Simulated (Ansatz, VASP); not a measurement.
## One calculation of NbRu3C, two programs

The input INCAR:

```
SYSTEM = NbRu3C
ALGO = Normal ; EDIFF = 1E-7
ENCUT = 520 ; GGA = PS
ISIF = 2 ; ISMEAR = -1
KPAR = 2 ; LASPH = .TRUE.
LCHARG = .FALSE. ; LREAL = .FALSE.
LWAVE = .FALSE. ; NBANDS = 38
NELM = 100 ; PREC = Accurate
SIGMA = 0.05
```

File KPOINTS:

```
k-points
0
G
  7 7 7
  0 0 0
```

The input POSCAR:

```
NbRu3C
1.0
    4.0651380000      0.0000000000      0.0000000000
    0.0000000000      4.0651380000      0.0000000000
    0.0000000000      0.0000000000      4.0651380000
Ru Nb C
3 1 1
Direct
    0.5000000000      0.5000000000      0.0000000000
    0.5000000000      0.0000000000      0.5000000000
    0.0000000000      0.5000000000      0.5000000000
    0.0000000000      0.0000000000      0.0000000000
    0.5000000000      0.5000000000      0.5000000000
```

The input input.yaml:

```yaml
crystal:
  lattice:
    - [4.065138, 0.0, 0.0]
    - [0.0, 4.065138, 0.0]
    - [0.0, 0.0, 4.065138]
  atoms:
    - { symbol: Ru, position: [0.5, 0.5, 0.0] }
    - { symbol: Ru, position: [0.5, 0.0, 0.5] }
    - { symbol: Ru, position: [0.0, 0.5, 0.5] }
    - { symbol: Nb, position: [0.0, 0.0, 0.0] }
    - { symbol: C, position: [0.5, 0.5, 0.5] }
hamiltonian:
  xc: pbesol
  pseudopotentials: { kind: paw }
kpoints:
  mp_grid: { grid: [7, 7, 7] }
scf:
  occupations: { method: fermi_dirac, width: 0.05 }
output:
  forces: true
  stress: true
  eigenvalues: true
```

The cell comes from a database or a generator and needn't be the stable form of this composition.

Alike in both runs: task single point; functional PBEsol; k mesh 7 × 7 × 7; occupations fermi-dirac, width 0.05 eV; no spin polarisation.

|  | VASP | Ansatz |
| --- | --- | --- |
| version | VASP 6.6.1 | Ansatz 0.2.0 |
| potentials or method | VASP PAW PBE potentials, release 64 (Ru_pv, Nb_sv, C) | Ansatz PAW |
| plane-wave cutoff (eV) | 520 | 420 |
| valence electrons in the cell | 59 | 65 |

VASP gave:

| Quantity | Value |
| --- | --- |
| gap on the k mesh at the Fermi level (eV) | none |
| pressure (GPa) | -11.9 |

Problem. What did Ansatz give for the same quantities?

Solution. gap on the k mesh at the Fermi level (eV): none; pressure (GPa): -11.8.

A gap of «none» marks a metal or a gap that the smearing closes. The functional is the same, so the differences come from potentials, cutoffs and numerics. The two sets of potentials don't hold the same shells in valence.

Caveats: the PAW data sets were made with another functional, which shifts forces and pressure a little (VASP); the PAW data sets come from PBE, with cores solved anew for the run's functional, which leaves a small shift of forces and pressure (Ansatz).
